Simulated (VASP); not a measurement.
# ZnCd3Se3S (Pmm2) in VASP: relaxation of cell and atoms with PBE

Aim: the relaxation of cell and atoms of ZnCd3Se3S with PBE.

Program: VASP 6.6.1. These are calculated values, not measurements. Logs are shortened: lines on timing, memory, paths and dates and some standing lists are left out, and cuts for length are marked.

### 1 The structure

It takes space group Pmm2 (No. 25, orthorhombic). Conventional cell: a = 4.230 Å, b = 4.258 Å, c = 12.007 Å, α = 90.00°, β = 90.00°, γ = 90.00°. Zn (site symmetry mm2) is surrounded by 2 S at 2.42 Å and 2 Se at 2.51 Å. Cd (site symmetry mm2) has 4 Se at 2.66 to 2.67 Å as nearest neighbours. Cd (site symmetry mm2) is surrounded by 4 Se at 2.66 to 2.67 Å. Cd (site symmetry mm2) has 2 S at 2.57 Å and 2 Se at 2.66 Å as nearest neighbours. Se (site symmetry mm2) has 4 Cd at 2.66 Å as nearest neighbours. Se (site symmetry mm2) is surrounded by 4 Cd at 2.67 Å. Se (site symmetry mm2) has 2 Zn at 2.51 Å and 2 Cd at 2.66 Å as nearest neighbours. S (site symmetry mm2) is surrounded by 2 Zn at 2.42 Å and 2 Cd at 2.57 Å.

The cell was built by a generator and needn't be a form met in nature.

### 2 Relaxation of cell and atoms, PBE

File INCAR:

```
ALGO = Normal
EDIFF = 1E-6
EDIFFG = -0.01
ENCUT = 520
GGA = PE
IBRION = 2
ISIF = 3
ISMEAR = 0
KPAR = 4
LASPH = T
LCHARG = F
LREAL = F
LWAVE = F
NELM = 120
NSW = 90
PREC = Accurate
SIGMA = 0.03
```

File KPOINTS:

```
k-points
0
Gamma
  6 6 2
```

File POSCAR:

```
ZnCd3Se3S
1.0
    4.2300000000      0.0000000000      0.0000000000
    0.0000000000      4.2580000000      0.0000000000
    0.0000000000      0.0000000000     12.0070000000
Zn Cd Se S
1 3 3 1
Direct
    0.0000000000      0.0000000000      0.9907553900
    0.0000000000      0.0000000000      0.5040393100
    0.5000000000      0.5000000000      0.2351128500
    0.5000000000      0.5000000000      0.7716332100
    0.0000000000      0.5000000000      0.6367119200
    0.5000000000      0.0000000000      0.3687015900
    0.0000000000      0.5000000000      0.1009411200
    0.5000000000      0.0000000000      0.8922295300
```

Potentials or basis: VASP PAW PBE potentials, release 64 (Zn, Cd, Se, S).

Started as:

```bash
$ cat potpaw_PBE.64/Zn/POTCAR potpaw_PBE.64/Cd/POTCAR potpaw_PBE.64/Se/POTCAR potpaw_PBE.64/S/POTCAR > POTCAR
$ mpirun -np 4 vasp_std > vasp.out
```

OUTCAR:

```text
EDIFF = 1E-6
   EDIFFG = -0.01
   ENCUT = 520
   GGA = PE
   IBRION = 2
   ISIF = 3
   ISMEAR = 0
   LASPH = T
   LREAL = F
   NELM = 120
   NSW = 90
   PREC = Accurate

 ion  position               nearest neighbor table
   1  0.000  0.000  0.991-   8 2.42   8 2.42   7 2.51   7 2.51
   2  0.000  0.000  0.504-   5 2.66   5 2.66   6 2.67   6 2.67
   3  0.500  0.500  0.235-   7 2.66   7 2.66   6 2.67   6 2.67
   4  0.500  0.500  0.772-   8 2.57   8 2.57   5 2.66   5 2.66
   5  0.000  0.500  0.637-   2 2.66   2 2.66   4 2.66   4 2.66
   6  0.500  0.000  0.369-   3 2.67   3 2.67   2 2.67   2 2.67
   7  0.000  0.500  0.101-   1 2.51   1 2.51   3 2.66   3 2.66
   8  0.500  0.000  0.892-   1 2.42   1 2.42   4 2.57   4 2.57

  LATTYP: Found a simple orthorhombic cell.
 ALAT       =     4.2300000000
 B/A-ratio  =     1.0066193853
 C/A-ratio  =     2.8385342790

  Lattice vectors:

 A1 = (   4.2300000000,   0.0000000000,   0.0000000000)
 A2 = (   0.0000000000,   4.2580000000,   0.0000000000)
 A3 = (   0.0000000000,   0.0000000000,  12.0070000000)

Analysis of symmetry for initial positions (statically):
=====================================================================
 Subroutine PRICEL returns:
 Original cell was already a primitive cell.

 Routine SETGRP: Setting up the symmetry group for a
 simple orthorhombic supercell.

 Subroutine GETGRP returns: Found  4 space group operations
 (whereof  4 operations were pure point group operations)
 out of a pool of  8 trial point group operations.

The static configuration has the point symmetry C_2v.

Analysis of symmetry for dynamics (positions and initial velocities):
=====================================================================
 Subroutine PRICEL returns:
 Original cell was already a primitive cell.

 Routine SETGRP: Setting up the symmetry group for a
 simple orthorhombic supercell.

 Subroutine GETGRP returns: Found  4 space group operations
 (whereof  4 operations were pure point group operations)
 out of a pool of  8 trial point group operations.

The dynamic configuration has the point symmetry C_2v.

 Subroutine INISYM returns: Found  4 space group operations
 (whereof  4 operations are pure point group operations),
 and found     1 'primitive' translations

----------------------------------------------------------------------------------------

                                     Primitive cell

  volume of cell :     216.2622

  direct lattice vectors                    reciprocal lattice vectors
     4.230000000  0.000000000  0.000000000     0.236406619  0.000000000  0.000000000
     0.000000000  4.258000000  0.000000000     0.000000000  0.234852043  0.000000000
     0.000000000  0.000000000 12.007000000     0.000000000  0.000000000  0.083284751

  length of vectors
     4.230000000  4.258000000 12.007000000     0.236406619  0.234852043  0.083284751

  position of ions in fractional coordinates (direct lattice)
     0.000000000  0.000000000  0.990755390
     0.000000000  0.000000000  0.504039310
     0.500000000  0.500000000  0.235112850
     0.500000000  0.500000000  0.771633210
     0.000000000  0.500000000  0.636711920
     0.500000000  0.000000000  0.368701590
     0.000000000  0.500000000  0.100941120
     0.500000000  0.000000000  0.892229530

  ion indices of the primitive-cell ions
   primitive index   ion index
                 1           1
                 2           2
                 3           3
                 4           4
                 5           5
                 6           6
                 7           7
                 8           8

----------------------------------------------------------------------------------------

 KPOINTS: k-points

Automatic generation of k-mesh.
 Grid dimensions read from file:
 generate k-points for:    6    6    2

 Generating k-lattice:

  Cartesian coordinates                     Fractional coordinates (reciprocal lattice)
     0.039401103  0.000000000  0.000000000     0.166666667  0.000000000  0.000000000
     0.000000000  0.039142007  0.000000000     0.000000000  0.166666667  0.000000000
     0.000000000  0.000000000  0.041642375     0.000000000  0.000000000  0.500000000

  Length of vectors
     0.039401103  0.039142007  0.041642375

  Shift w.r.t. Gamma in fractional coordinates (k-lattice)
     0.000000000  0.000000000  0.000000000

 Subroutine IBZKPT returns following result:
 ===========================================

 Found     32 irreducible k-points:

 Following reciprocal coordinates:
            Coordinates               Weight
  0.000000  0.000000  0.000000      1.000000
  0.166667  0.000000  0.000000      2.000000
  0.333333  0.000000  0.000000      2.000000
  0.500000  0.000000  0.000000      1.000000
  0.000000  0.166667  0.000000      2.000000
  0.166667  0.166667  0.000000      4.000000
[... 16 lines left out ...]
  0.333333  0.166667  0.500000      4.000000
  0.500000  0.166667  0.500000      2.000000
 [... further k-points ...]
   k-points           NKPTS =     32   k-points in BZ     NKDIM =     32   number of bands    NBANDS=     43
   number of dos      NEDOS =    301   number of ions     NIONS =      8
   total plane-waves  NPLWV =  92160
   dimension x,y,z NGX =    32 NGY =   32 NGZ =   90
   dimension x,y,z NGXF=    64 NGYF=   64 NGZF=  180
   ions per type =               1   3   3   1
   NGX,Y,Z   is equivalent  to a cutoff of  12.58, 12.49, 12.46 a.u.
   NGXF,Y,Z  is equivalent  to a cutoff of  25.15, 24.99, 24.92 a.u.
 SYSTEM =  unknown system
   PREC   = accura    normal or accurate (medium, high low for compatibility)
   ISTART =      0    job   : 0-new  1-cont  2-samecut
   ICHARG =      2    charge: 1-file 2-atom 10-const
   ISPIN  =      1    spin polarized calculation?
   LNONCOLLINEAR =      F non collinear calculations
   LSORBIT =      F    spin-orbit coupling
   LASPH  =      T    aspherical Exc in radial PAW
   ENCUT  =  520.0 eV  38.22 Ry    6.18 a.u.   7.86  7.92 22.33*2*pi/ulx,y,z
   NELM   =    120;   NELMIN=  2; NELMDL= -5     # of ELM steps
   EDIFF  = 0.1E-05   stopping-criterion for ELM
   LREAL  =      F    real-space projection
   EDIFFG = -.1E-01   stopping-criterion for IOM
   NSW    =     90    number of steps for IOM
   IBRION =      2    ionic relax: 0-MD 1-quasi-New 2-CG
   NFREE  =      1    steps in history (QN), initial steepest desc. (CG)
   ISIF   =      3    stress and relaxation
   ISYM   =      2    0-nonsym 1-usesym 2-fastsym
   POTIM  = 0.5000    time-step for ionic-motion
   TEBEG  =    0.0;   TEEND  =   0.0 temperature during run
   PSTRESS=    0.0 pullay stress
   NELECT =      72.0000    total number of electrons
   NUPDOWN=      -1.0000    fix difference up-down
   EMIN   =  10.00;   EMAX   =-10.00  energy-range for DOS
   EFERMI =   0.00;   METHOD = LEGACY
   ISMEAR =     0;   SIGMA  =   0.03  broadening in eV -4-tet -1-fermi 0-gaus
   EFERMI_NEDOS =   21; number of points for ismear=-14 and -15
   IALGO  =     38    algorithm
   IMIX   =      4    mixing-type and parameters
     AMIX     =   0.40;   BMIX     =  1.00
     AMIX_MAG =   1.60;   BMIX_MAG =  1.00
  volume/ion in A,a.u.               =      27.03       182.43
  Fermi-wavevector in a.u.,A,eV,Ry     =   1.134642  2.144162 17.516307  1.287412
  Thomas-Fermi vector in A             =   2.271346
   LORBIT       =      0    0 simple, 1 ext, 2 COOP (PROOUT), +10 PAW based schemes
   GGA     = PE    functional components
   LHFCALC =     F    Hartree Fock is set to
   AEXX    =    0.0000 exact exchange contribution
   IVDW    =     0    specifies the selected vdW correction
   LEPSILON=     F    determine dielectric tensor
   LRPA    =     F    only Hartree local field effects (RPA)
 conjugate gradient relaxation of ions
 non-spin polarized calculation
 Gauss-broadening in eV      SIGMA  =   0.03
  energy-cutoff  :      520.00
  volume of cell :      216.26
 maximum number of plane-waves:      5856
 NGX is ok and might be reduce to    32
   NGX = 15   NGY = 15   NGZ = 45

--------------------------------------- Ionic step        1  -------------------------------------------

 number of electron      72.0000024 magnetization

 Free energy of the ion-electron system (eV)
  ---------------------------------------------------
  ext. energy  EPLUGINS =         0.00000000
  ---------------------------------------------------
  free energy    TOTEN  =       -23.08386954 eV

  energy without entropy =      -23.08386954  energy(sigma->0) =      -23.08386954

------------------------ aborting loop because EDIFF is reached ----------------------------------------

  FORCE on cell =-STRESS in cart. coord.  units (eV):
  Direction    XX          YY          ZZ          XY          YZ          ZX
  --------------------------------------------------------------------------------------
  -------------------------------------------------------------------------------------
  Total        0.4419717      0.4446050      0.7255301      0.0000000      0.0000000      0.0000000
  in kB        3.2743458      3.2938547      5.3750871      0.0000000      0.0000000      0.0000000
  external PRESSURE =       3.9810959 kB  Pullay stress =       0.0000000 kB
[... 237 lines left out ...]
  energy  without entropy=      -23.0874669946  energy(sigma->0) =      -23.08746699

--------------------------------------- Ionic step        7  -------------------------------------------

 number of electron      72.0000034 magnetization

 Free energy of the ion-electron system (eV)
  ---------------------------------------------------
  ext. energy  EPLUGINS =         0.00000000
  ---------------------------------------------------
  free energy    TOTEN  =       -23.08756787 eV

  energy without entropy =      -23.08756787  energy(sigma->0) =      -23.08756787

 E-fermi :   1.0313     XC(G=0):  -8.8346

 val. band max:        0.8835167318   @ k =   0.0000   0.0000   0.0000
 cond. band min:       1.5124022310   @ k =   0.0000   0.0000   0.0000
 fundamental gap:      0.6288854991
 Fermi energy:         1.0313496597

 k-point     1 :       0.0000    0.0000    0.0000
  band No.  band energies     occupation
      1     -11.6755      2.00000
      2     -11.3595      2.00000
      3     -11.2610      2.00000
      4     -11.0102      2.00000
      5      -6.9112      2.00000
      6      -6.9106      2.00000
[... 1093 lines left out ...]
     42       6.2928      0.00000
     43       6.3910      0.00000

 [... further k-points ...]

------------------------ aborting loop because EDIFF is reached ----------------------------------------

  FORCE on cell =-STRESS in cart. coord.  units (eV):
  Direction    XX          YY          ZZ          XY          YZ          ZX
  --------------------------------------------------------------------------------------
  -------------------------------------------------------------------------------------
  Total        0.0070101      0.0312461     -0.0083843      0.0000000      0.0000000      0.0000000
  in kB        0.0515379      0.2297185     -0.0616404      0.0000000      0.0000000      0.0000000
  external PRESSURE =       0.0732053 kB  Pullay stress =       0.0000000 kB
[... 23 lines left out ...]
  FREE ENERGIE OF THE ION-ELECTRON SYSTEM (eV)
  ---------------------------------------------------
  free  energy   TOTEN  =       -23.0875678694 eV

  energy  without entropy=      -23.0875678694  energy(sigma->0) =      -23.08756787

 reached required accuracy - stopping structural energy minimisation
```

It took 7.6 min on 4 MPI ranks of Intel Xeon Platinum 8488C (Sapphire Rapids), shared host; peak memory 0.49 GiB.

What came out:

| Property | Result |
| --- | --- |
| Free energy | -23.0876 eV |
| Relaxed volume | 27.24 Å³/atom |
| Relaxed cell | a = 4.226 Å, b = 4.251 Å, c = 12.129 Å, α = 90.00°, β = 90.00°, γ = 90.00° |
| Space group after relaxing (to 0.05 Å) | Pmm2 (No. 25) |
| Energy gained by relaxing | 0.5 meV/atom |
| Ionic steps | 7 |
| Pressure after relaxing | 0.0 GPa |
| Largest force after relaxing | 0.009 eV/Å |
| Band gap on the k mesh | 0.63 eV, direct |

Forces in eV/Å, atoms in the order of the input:
```
Zn   0.000  0.000  0.002
Cd   0.000  0.000  0.000
Cd   0.000  0.000  0.003
Cd   0.000  0.000 -0.009
Se   0.000  0.000 -0.001
Se   0.000  0.000  0.000
Se   0.000  0.000  0.006
S    0.000  0.000  0.000
```

The path:
| step | energy change (eV) | largest force (eV/Å) | pressure (GPa) | volume (Å³) |
| --- | --- | --- | --- | --- |
| 1 | 0.0000 | 0.0593 | 0.40 | 216.26 |
| 2 | -0.0026 | 0.0298 | -0.09 | 218.37 |
| 3 | -0.0026 | 0.0332 | -0.04 | 218.12 |
| 4 | -0.0030 | 0.0206 | -0.02 | 218.06 |
| 5 | -0.0033 | 0.0420 | 0.01 | 217.89 |
| 6 | -0.0036 | 0.0263 | 0.01 | 217.91 |
| 7 | -0.0037 | 0.0094 | 0.01 | 217.93 |

Final structure:
```
CELL_PARAMETERS angstrom
4.22634 0.00000 0.00000
0.00000 4.25123 0.00000
0.00000 0.00000 12.12917
ATOMIC_POSITIONS crystal
Zn 0.00000 0.00000 0.99104
Cd 0.00000 0.00000 0.50359
Cd 0.50000 0.50000 0.23590
Cd 0.50000 0.50000 0.77083
Se 0.00000 0.50000 0.63659
Se 0.50000 0.00000 0.36909
Se 0.00000 0.50000 0.10116
S 0.50000 0.00000 0.89192
```

Levels at points of the mesh, in eV from the valence-band top:
```tsv
k point	band 33	band 34	band 35	band 36	band 37	band 38	band 39	band 40
(0.00, 0.00, 0.00)	-0.79	-0.20	-0.06	0.00	0.63	3.01	3.19	3.44
(0.50, 0.00, 0.00)	-0.83	-0.79	-0.55	-0.54	2.34	2.35	3.63	3.80
(0.00, 0.50, 0.00)	-0.82	-0.57	-0.51	-0.50	2.23	2.49	3.52	3.87
(0.50, 0.50, 0.00)	-1.89	-1.84	-1.79	-1.76	3.09	3.28	3.54	3.73
(0.00, 0.00, 0.50)	-0.48	-0.42	-0.29	-0.20	1.84	1.96	3.31	3.44
(0.50, 0.00, 0.50)	-1.14	-1.05	-0.55	-0.54	2.93	2.98	3.00	3.05
(0.00, 0.50, 0.50)	-1.33	-0.57	-0.51	-0.50	2.71	3.01	3.07	3.22
(0.50, 0.50, 0.50)	-2.01	-1.93	-1.91	-1.89	3.83	3.84	3.86	3.99
```
